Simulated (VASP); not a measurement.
# MnHg (Pm-3m) in VASP: a series of runs

Runs on MnHg. Level: r2SCAN. Tasks: single point.

Everything below comes from runs of VASP 6.6.1. Logs are shortened: lines on timing, memory, paths and dates and some standing lists are left out, and cuts for length are marked.

### 1 Starting point

It takes space group Pm-3m (No. 221, cubic). Conventional cell: a = 3.315 Å, b = 3.315 Å, c = 3.315 Å, α = 90.00°, β = 90.00°, γ = 90.00°. Hg (site symmetry m-3m) has 8 Mn at 2.87 Å as nearest neighbours. Mn (site symmetry m-3m) is surrounded by 8 Hg at 2.87 Å.

### 2 Single point, r2SCAN, collinear spin, ferromagnetic start

INCAR reads:

```
PREC = Accurate
ENCUT = 400
EDIFF = 0.001
ISMEAR = 1
SIGMA = 0.15
LREAL = False
LASPH = True
NELM = 100
ALGO = Normal
ISIF = 2
LWAVE = False
LCHARG = False
ISPIN = 2
MAGMOM = 0 4
LORBIT = 11
LMAXMIX = 4
METAGGA = R2SCAN
LMIXTAU = True
NBANDS = 24
ADDGRID = False
```

KPOINTS reads:

```
regular mesh
0
Gamma
  7 7 7
```

POSCAR reads:

```
MnHg
1.0
    3.3150000000      0.0000000000      0.0000000000
    0.0000000000      3.3150000000      0.0000000000
    0.0000000000      0.0000000000      3.3150000000
Hg Mn
1 1
Direct
    0.0000000000      0.0000000000      0.0000000000
    0.5000000000      0.5000000000      0.5000000000
```

Potentials or basis: VASP PAW PBE potentials, release 64 (Hg, Mn_pv).

Command:

```bash
$ cat potpaw_PBE.64/Hg/POTCAR potpaw_PBE.64/Mn_pv/POTCAR > POTCAR
$ mpirun -np 1 vasp_std > vasp.out
```

OUTCAR:

```text
PREC = Accurate
   ENCUT = 400
   EDIFF = 0.001
   ISMEAR = 1
   LREAL = False
   LASPH = True
   NELM = 100
   ISIF = 2
   ISPIN = 2
   LORBIT = 11
   METAGGA = R2SCAN

 Found     20 irreducible k-points:

 Following reciprocal coordinates:
            Coordinates               Weight
  0.000000  0.000000  0.000000      1.000000
  0.142857  0.000000  0.000000      6.000000
  0.285714  0.000000  0.000000      6.000000
  0.428571  0.000000  0.000000      6.000000
  0.142857  0.142857  0.000000     12.000000
  0.285714  0.142857  0.000000     24.000000
   k-points           NKPTS =     20   k-points in BZ     NKDIM =     20   number of bands    NBANDS=     24
   number of dos      NEDOS =    301   number of ions     NIONS =      2
   total plane-waves  NPLWV =  13824
   dimension x,y,z NGX =    24 NGY =   24 NGZ =   24
   dimension x,y,z NGXF=    48 NGYF=   48 NGZF=   48
   ions per type =               1   1
   NGX,Y,Z   is equivalent  to a cutoff of  12.04, 12.04, 12.04 a.u.
   NGXF,Y,Z  is equivalent  to a cutoff of  24.07, 24.07, 24.07 a.u.
 SYSTEM =  unknown system
   PREC   = accura    normal or accurate (medium, high low for compatibility)
   ISTART =      0    job   : 0-new  1-cont  2-samecut
   ICHARG =      2    charge: 1-file 2-atom 10-const
   ISPIN  =      2    spin polarized calculation?
   LNONCOLLINEAR =      F non collinear calculations
   LSORBIT =      F    spin-orbit coupling
   LASPH  =      T    aspherical Exc in radial PAW
   ENCUT  =  400.0 eV  29.40 Ry    5.42 a.u.   5.41  5.41  5.41*2*pi/ulx,y,z
   NELM   =    100;   NELMIN=  2; NELMDL= -5     # of ELM steps
   EDIFF  = 0.1E-02   stopping-criterion for ELM
   LREAL  =      F    real-space projection
   EDIFFG = 0.1E-01   stopping-criterion for IOM
   NSW    =      0    number of steps for IOM
   IBRION =     -1    ionic relax: 0-MD 1-quasi-New 2-CG
   NFREE  =      0    steps in history (QN), initial steepest desc. (CG)
   ISIF   =      2    stress and relaxation
   ISYM   =      2    0-nonsym 1-usesym 2-fastsym
   POTIM  = 0.5000    time-step for ionic-motion
   TEBEG  =    0.0;   TEEND  =   0.0 temperature during run
   PSTRESS=    0.0 pullay stress
   NELECT =      25.0000    total number of electrons
   NUPDOWN=      -1.0000    fix difference up-down
   EMIN   =  10.00;   EMAX   =-10.00  energy-range for DOS
   EFERMI =   0.00;   METHOD = LEGACY
   ISMEAR =     1;   SIGMA  =   0.15  broadening in eV -4-tet -1-fermi 0-gaus
   EFERMI_NEDOS =   21; number of points for ismear=-14 and -15
   IALGO  =     38    algorithm
   IMIX   =      4    mixing-type and parameters
     AMIX     =   0.40;   BMIX     =  1.00
     AMIX_MAG =   1.60;   BMIX_MAG =  1.00
  volume/ion in A,a.u.               =      18.21       122.92
  Fermi-wavevector in a.u.,A,eV,Ry     =   1.444014  2.728790 28.370534  2.085175
  Thomas-Fermi vector in A             =   2.562356
   LORBIT       =     11    0 simple, 1 ext, 2 COOP (PROOUT), +10 PAW based schemes
   METAGGA = R2SCAN    functional components
   LHFCALC =     F    Hartree Fock is set to
   AEXX    =    0.0000 exact exchange contribution
   IVDW    =     0    specifies the selected vdW correction
   LEPSILON=     F    determine dielectric tensor
   LRPA    =     F    only Hartree local field effects (RPA)
 spin polarized calculation
 Methfessel and Paxton  Order N= 1 SIGMA  =   0.15
  energy-cutoff  :      400.00
  volume of cell :       36.43
 maximum number of plane-waves:       691
 NGX is ok and might be reduce to    24
   NGX = 11   NGY = 11   NGZ = 11

 number of electron      24.9999961 magnetization       4.0012579

 Free energy of the ion-electron system (eV)
  ---------------------------------------------------
  ext. energy  EPLUGINS =         0.00000000
  ---------------------------------------------------
  free energy    TOTEN  =       -64.03515433 eV

  energy without entropy =      -64.03213557  energy(sigma->0) =      -64.03414808

 E-fermi :   5.6560     XC(G=0): -12.6390

 val. band max:        5.5870183552   @ k =   0.4286   0.2857   0.0000
 cond. band min:       5.6752984966   @ k =   0.4286   0.2857   0.2857
 fundamental gap:      0.0882801414
 Fermi energy:         5.6559534769

 spin component 1

 k-point     1 :       0.0000    0.0000    0.0000
  band No.  band energies     occupation
      1     -47.2843      1.00000
      2     -47.2843      1.00000
      3     -47.2843      1.00000
      4      -4.5294      1.00000
      5      -3.1558      1.00000
      6      -3.1558      1.00000
[... 16 lines left out ...]
     23      23.3032      0.00000
     24      27.1447      0.00000
[... 112 lines left out ...]
      2     -47.2863      1.00000
      3     -47.2831      1.00000
      4      -3.2699      1.00000
      5      -2.8379      1.00000
      6      -2.4927      1.00000
[... 16 lines left out ...]
     23      23.2004      0.00000
     24      24.3074      0.00000

 [... further k-points ...]

 spin component 2

 k-point     1 :       0.0000    0.0000    0.0000
  band No.  band energies     occupation
      1     -41.6637      1.00000
      2     -41.6637      1.00000
      3     -41.6637      1.00000
      4      -4.5968      1.00000
      5      -3.1612      1.00000
      6      -3.1612      1.00000
[... 16 lines left out ...]
     23      23.3161      0.00000
     24      28.7081      0.00000
[... 112 lines left out ...]
      2     -41.6665      1.00000
      3     -41.6621      1.00000
      4      -3.3600      1.00000
      5      -2.8814      1.00000
      6      -2.4549      1.00000
[... 16 lines left out ...]
     23      24.2733      0.00000
     24      25.1820      0.00000

 [... further k-points ...]

------------------------ aborting loop because EDIFF is reached ----------------------------------------

  FORCE on cell =-STRESS in cart. coord.  units (eV):
  Direction    XX          YY          ZZ          XY          YZ          ZX
  --------------------------------------------------------------------------------------
  -------------------------------------------------------------------------------------
  Total       -0.3018037     -0.3018037     -0.3018037     -0.0000000     -0.0000000     -0.0000000
  in kB      -13.2734737    -13.2734737    -13.2734737     -0.0000000     -0.0000000     -0.0000000
  external PRESSURE =     -13.2734737 kB  Pullay stress =       0.0000000 kB

 VOLUME and BASIS-vectors are now :
 -----------------------------------------------------------------------------
  energy-cutoff  :      400.00
  volume of cell :       36.43
      direct lattice vectors                 reciprocal lattice vectors
     3.315000000  0.000000000  0.000000000     0.301659125  0.000000000  0.000000000
     0.000000000  3.315000000  0.000000000     0.000000000  0.301659125  0.000000000
     0.000000000  0.000000000  3.315000000     0.000000000  0.000000000  0.301659125

 POSITION                                       TOTAL-FORCE (eV/Angst)
 -----------------------------------------------------------------------------------
      0.00000      0.00000      0.00000         0.000000      0.000000      0.000000
      1.65750      1.65750      1.65750         0.000000      0.000000      0.000000
 -----------------------------------------------------------------------------------
    total drift:                                0.000000      0.000000     -0.000000

  FREE ENERGIE OF THE ION-ELECTRON SYSTEM (eV)
  ---------------------------------------------------
  free  energy   TOTEN  =       -64.0351543348 eV

  energy  without entropy=      -64.0321355678  energy(sigma->0) =      -64.03414808

 total charge

# of ion       s       p       d       tot
------------------------------------------
    1        0.828   0.552   9.238  10.617
    2        0.265   6.178   4.938  11.381
--------------------------------------------------
tot          1.093   6.730  14.176  21.999

 magnetization (x)

# of ion       s       p       d       tot
------------------------------------------
    1       -0.052  -0.105   0.048  -0.108
    2        0.025   0.013   4.010   4.048
--------------------------------------------------
tot         -0.028  -0.091   4.058   3.940
```

OSZICAR:

```text
N       E                     dE             d eps       ncg     rms          rms(c)
DAV:   1     0.150426283011E+03    0.15043E+03   -0.12224E+04  1976   0.100E+03
DAV:   2    -0.637919365598E+02   -0.21422E+03   -0.20419E+03  2008   0.316E+02
DAV:   3    -0.706342763174E+02   -0.68423E+01   -0.68247E+01  2248   0.644E+01
DAV:   4    -0.706831926073E+02   -0.48916E-01   -0.48914E-01  2128   0.514E+00
DAV:   5    -0.706839617994E+02   -0.76919E-03   -0.76919E-03  2288   0.607E-01    0.107E+01
DAV:   6    -0.640290928668E+02    0.66549E+01   -0.12715E+01  2072   0.332E+01    0.115E+01
DAV:   7    -0.640018678983E+02    0.27225E-01   -0.15753E+00  1984   0.113E+01    0.592E+00
DAV:   8    -0.640172070034E+02   -0.15339E-01   -0.90186E-02  2096   0.242E+00    0.317E+00
DAV:   9    -0.640330431407E+02   -0.15836E-01   -0.29391E-02  2032   0.124E+00    0.604E-01
DAV:  10    -0.640350452673E+02   -0.20021E-02   -0.59839E-03  2176   0.692E-01    0.245E-01
DAV:  11    -0.640351543348E+02   -0.10907E-03   -0.78439E-04  1104   0.230E-01
   1 F= -.64035154E+02 E0= -.64034148E+02  d E =-.301877E-02  mag=     3.9985
```

It took 33 s on 1 thread of Intel Xeon Platinum 8488C (Sapphire Rapids), shared host; peak memory 0.16 GiB.

The run converged, but some of its settings lie outside the range that counts as converged, so its numbers aren't taken as properties of the crystal.

Results:

| Property | Result |
| --- | --- |
| Free energy | -64.0352 eV |
| Pressure | -1.3 GPa |
| Band gap on the k mesh | none (metal or under the smearing width) |
| Net moment | 4.00 μB per cell |
| Site moments | Hg -0.11; Mn +4.05 μB |
| Valence electrons inside the program's atomic spheres | Hg 10.62; Mn 11.38 |

Caveat: the PAW data sets were made with another functional, which shifts forces and pressure a little.

### 3 Single point, r2SCAN, collinear spin, ferromagnetic start

INCAR is that of step 2.

KPOINTS is that of step 2.

POSCAR reads:

```
MnHg
1.0
    3.3150000000      0.0000000000      0.0000000000
    0.0000000000      3.3150000000      0.0000000000
    0.0000000000      0.0000000000      3.3150000000
Hg Mn
1 1
Direct
   -0.0058010000      0.0109980000     -0.0122330000
    0.5154140000      0.4990250000      0.4770600000
```

Potentials or basis: VASP PAW PBE potentials, release 64 (Hg, Mn_pv).

Command:

```bash
$ cat potpaw_PBE.64/Hg/POTCAR potpaw_PBE.64/Mn_pv/POTCAR > POTCAR
$ mpirun -np 1 vasp_std > vasp.out
```

It took 4 min on 1 thread of Intel Xeon Platinum 8488C (Sapphire Rapids), shared host; peak memory 0.27 GiB.

These settings aren't checked as converged: the numbers below hold their error.

What came out:

| Item | Value |
| --- | --- |
| Free energy | -64.0220 eV |
| Pressure | -1.2 GPa |
| Largest force | 0.291 eV/Å |
| Band gap on the k mesh | none (metal or under the smearing width) |
| Net moment | 4.00 μB per cell |
| Site moments | Hg -0.11; Mn +4.05 μB |
| Valence electrons inside the program's atomic spheres | Hg 10.62; Mn 11.38 |

Caveat: the PAW data sets were made with another functional, which shifts forces and pressure a little.

### 4 Single point, r2SCAN, collinear spin, ferromagnetic start

INCAR: that of step 3 with these lines changed.

```diff
@@ -2,3 +2,3 @@
 ENCUT = 400
-EDIFF = 0.001
+EDIFF = 1E-4
 ISMEAR = 1
```

KPOINTS is that of step 3.

POSCAR reads:

```
MnHg
1.0
    3.3150000000      0.0000000000      0.0000000000
    0.0000000000      3.3150000000      0.0000000000
    0.0000000000      0.0000000000      3.3150000000
Hg Mn
1 1
Direct
    0.0000000000      0.0000000000      0.0000000000
    0.5000000000      0.5000000000      0.5000000000
```

Command:

```bash
$ cat potpaw_PBE.64/Hg/POTCAR potpaw_PBE.64/Mn_pv/POTCAR > POTCAR
$ mpirun -np 1 vasp_std > vasp.out
```

Wall time 40 s (1 thread of Intel Xeon Platinum 8488C (Sapphire Rapids), shared host); peak memory 0.16 GiB.

These settings aren't checked as converged: the numbers below hold their error.

Results:

```
Free energy                                           : -64.0354 eV
Pressure                                              : 0.0 GPa
Band gap on the k mesh                                : none (metal or under the smearing width)
Net moment                                            : 4.00 μB per cell
Site moments                                          : Hg -0.11; Mn +4.05 μB
Valence electrons inside the program's atomic spheres : Hg 10.62; Mn 11.38
```

Caveat: the PAW data sets were made with another functional, which shifts forces and pressure a little.

### 5 Single point, r2SCAN, collinear spin, ferromagnetic start

INCAR is that of step 4.

KPOINTS is that of step 4.

POSCAR reads:

```
MnHg
1.0
    3.3150000000      0.0000000000      0.0000000000
    0.0000000000      3.3150000000      0.0000000000
    0.0000000000      0.0000000000      3.3150000000
Hg Mn
1 1
Direct
   -0.0058010000      0.0109980000     -0.0122330000
    0.5154140000      0.4990250000      0.4770600000
```

Command:

```bash
$ cat potpaw_PBE.64/Hg/POTCAR potpaw_PBE.64/Mn_pv/POTCAR > POTCAR
$ mpirun -np 1 vasp_std > vasp.out
```

It took 4.7 min on 1 thread of Intel Xeon Platinum 8488C (Sapphire Rapids), shared host; peak memory 0.28 GiB.

The run converged, but some of its settings lie outside the range that counts as converged, so its numbers aren't taken as properties of the crystal.

Results:

- Free energy: -64.0223 eV
- Pressure: 0.1 GPa
- Largest force: 0.294 eV/Å
- Band gap on the k mesh: none (metal or under the smearing width)
- Net moment: 4.00 μB per cell
- Site moments: Hg -0.11; Mn +4.05 μB
- Valence electrons inside the program's atomic spheres: Hg 10.62; Mn 11.38

Caveat: the PAW data sets were made with another functional, which shifts forces and pressure a little.

### 6 For comparison

An earlier run on the cell as given: functional PBE; potentials or basis VASP PAW PBE potentials, release 64 (Hg, Mn_pv); cutoff 520 eV; k mesh 8 × 8 × 8; occupations fermi-dirac, width 0.05 eV; collinear spin, ferromagnetic start; starting moments [0.0, 4.0] μB.

* Pressure: 1.0 GPa
* Band gap on the k mesh: none (metal or under the smearing width)
* Net moment: 3.91 μB per cell
* Site moments: Hg -0.06; Mn +3.83 μB
* Valence electrons inside the program's atomic spheres: Hg 10.59; Mn 11.40
